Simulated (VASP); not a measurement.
Method: PBE GGA, VASP's PBE PAW potentials (set 64) (plane waves; VASP).

A VASP calculation is set up with these files.

**INCAR**
```
SYSTEM = Mg
PREC = Accurate
ENCUT = 400
EDIFF = 1E-6
NELM = 100
ALGO = Normal
LREAL = .FALSE.
LASPH = .TRUE.
ISMEAR = 1
SIGMA = 0.1
GGA = PE
LWAVE = .FALSE.
LCHARG = .FALSE.
ISIF = 2
NBANDS = 12
```

### POSCAR
```
Mg
1
    1.6050000000    -2.7799420000     0.0000000000
    1.6050000000     2.7799420000     0.0000000000
    0.0000000000     0.0000000000     5.2100000000
Mg
2
Direct
  0.3333330000   0.6666670000   0.2500000000
  0.6666670000   0.3333330000   0.7500000000
```

### KPOINTS
```
Automatic mesh
0
Gamma
12 12 7
0 0 0
```

POTCAR, in this order: Mg (PBE.64 set). Program: vasp_std.

What VASP printed:

**OSZICAR**
```
       N       E                     dE             d eps       ncg     rms          rms(c)
DAV:   1     0.244106271659E+00    0.24411E+00   -0.10748E+03  1824   0.191E+02
DAV:   2    -0.296816383205E+01   -0.32123E+01   -0.31457E+01  2392   0.283E+01
DAV:   3    -0.302390847312E+01   -0.55745E-01   -0.55157E-01  2336   0.255E+00
DAV:   4    -0.302408529254E+01   -0.17682E-03   -0.17681E-03  2120   0.167E-01
DAV:   5    -0.302408675066E+01   -0.14581E-05   -0.14579E-05  2272   0.151E-02    0.967E-01
DAV:   6    -0.301817006360E+01    0.59167E-02   -0.61340E-04  2044   0.139E-01    0.620E-01
DAV:   7    -0.301067240720E+01    0.74977E-02   -0.23748E-03  1972   0.244E-01    0.345E-02
DAV:   8    -0.301068651192E+01   -0.14105E-04   -0.19474E-05  2396   0.189E-02    0.790E-03
DAV:   9    -0.301068505632E+01    0.14556E-05   -0.13625E-06  2064   0.428E-03    0.592E-04
DAV:  10    -0.301068481392E+01    0.24240E-06   -0.85239E-09  1212   0.377E-04
   1 F= -.30106848E+01 E0= -.30104222E+01  d E =-.787986E-03
```

**OUTCAR**
```
------------------------ aborting loop because EDIFF is reached ----------------------------------------
  FORCE on cell =-STRESS in cart. coord.  units (eV):
  Direction    XX          YY          ZZ          XY          YZ          ZX
  --------------------------------------------------------------------------------------
  Total       -0.0818249     -0.0818249     -0.3773887      0.0000000     -0.0000000      0.0000000
  in kB       -2.8197951     -2.8197960    -13.0053185      0.0000000     -0.0000000      0.0000000
  external PRESSURE =      -6.2149699 kB  Pullay stress =       0.0000000 kB
  volume of cell :       46.49
      direct lattice vectors                 reciprocal lattice vectors
     1.605000000 -2.779942000  0.000000000     0.311526480 -0.179859868  0.000000000
     1.605000000  2.779942000  0.000000000     0.311526480  0.179859868  0.000000000
     0.000000000  0.000000000  5.210000000     0.000000000  0.000000000  0.191938580
 POSITION                                       TOTAL-FORCE (eV/Angst)
 -----------------------------------------------------------------------------------
      1.60500      0.92665      1.30250        -0.000000      0.000000      0.000000
      1.60500     -0.92665      3.90750         0.000000     -0.000000      0.000000
 -----------------------------------------------------------------------------------
    total drift:                                0.000001     -0.000006      0.000001
  FREE ENERGIE OF THE ION-ELECTRON SYSTEM (eV)
  ---------------------------------------------------
  free  energy   TOTEN  =        -3.0106848139 eV

  energy  without entropy=       -3.0098968275  energy(sigma->0) =       -3.01042215
```
(Selected blocks of OUTCAR.)

The compound is Mg in the hcp structure. The cell was not relaxed at this level. The run is one of a series of settings (NBANDS = 12 against the base run), some of them coarse on purpose.
